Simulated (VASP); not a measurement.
Input:

```xyz
1
Lattice="0.0000 2.0482 2.0482 2.0482 0.0000 2.0482 2.0482 2.0482 0.0000" Properties=species:S:1:pos:R:3 pbc="T T T"
Au     0.0000     0.0000     0.0000
```

Computed with PBE GGA, VASP's PBE PAW potentials (set 64) (plane waves; VASP). Numerical set-up: 300 eV cut-off, 9×9×9 Γ-centred mesh, Fermi-Dirac smearing of 0.14 eV, potentials Au.

At this cut-off the stress carries a Pulay error, which pulls relaxed volumes low.

Q: Give the stress tensor in GPa (positive for a compressed cell).

A: 
```
6.04  0.00  0.00
0.00  6.04  0.00
0.00  0.00  6.04
```
The pressure is its mean diagonal, 6.04 GPa.

The structure is a typed Au crystal (Fm-3m). The cell was not relaxed at this level.
